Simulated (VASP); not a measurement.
Here is a VASP 6.6.1 calculation.

INCAR

```
SYSTEM = WAu
  ALGO = Normal
  EDIFF = 1E-6
  EDIFFG = -0.01
  ENCUT = 600
  GGA = RE
  IBRION = 2
  ISIF = 3
  ISMEAR = -1
  IVDW = 11
  LASPH = .True.
  LCHARG = .False.
  LREAL = .False.
  LWAVE = .False.
  NELM = 100
  NSW = 40
  PREC = Accurate
  SIGMA = 0.05
```

Contents of KPOINTS:

```
k-points
0
Gamma
  8 8 8
  0 0 0
```

POSCAR

```
WAu
1.0
    0.0000000000      2.7479792600      2.7479792600
    2.7479792600      0.0000000000      2.7479792600
    2.7479792600      2.7479792600      0.0000000000
W Au
1 1
Direct
    0.0000000000      0.0000000000      0.0000000000
    0.7500000000      0.7500000000      0.7500000000
```

Potentials or basis: VASP PAW PBE potentials, release 64 (W_sv, Au).

Launch:

```bash
$ cat potpaw_PBE.64/W_sv/POTCAR potpaw_PBE.64/Au/POTCAR > POTCAR
$ mpirun -np 1 vasp_std > vasp.out
```

Q: Predict the space group after relaxing (to 0.05 Å).

A: F-43m (No. 216).

Q: Predict the relaxed volume.

A: 23.27 Å³/atom.

Q: Estimate the relaxed cell.

A: a = 4.037 Å, b = 4.037 Å, c = 4.037 Å, α = 60.00°, β = 60.00°, γ = 60.00°.

Step by step:
| step | energy change (eV) | largest force (eV/Å) | pressure (GPa) | volume (Å³) |
| --- | --- | --- | --- | --- |
| 1 | 0.0000 | 0.0000 | 21.67 | 41.50 |
| 2 | 0.8125 | 0.0000 | -19.18 | 60.75 |
| 3 | -0.3013 | 0.0000 | -1.58 | 47.09 |
| 4 | -0.3039 | 0.0000 | -0.27 | 46.65 |
| 5 | -0.3040 | 0.0000 | 0.00 | 46.54 |

Caveat: the PAW data sets were made with another functional, which shifts forces and pressure a little; pairwise dispersion overbinds metals, which lowers pressure and volume. Spin-orbit coupling is left out, which matters for the levels of Au, W.
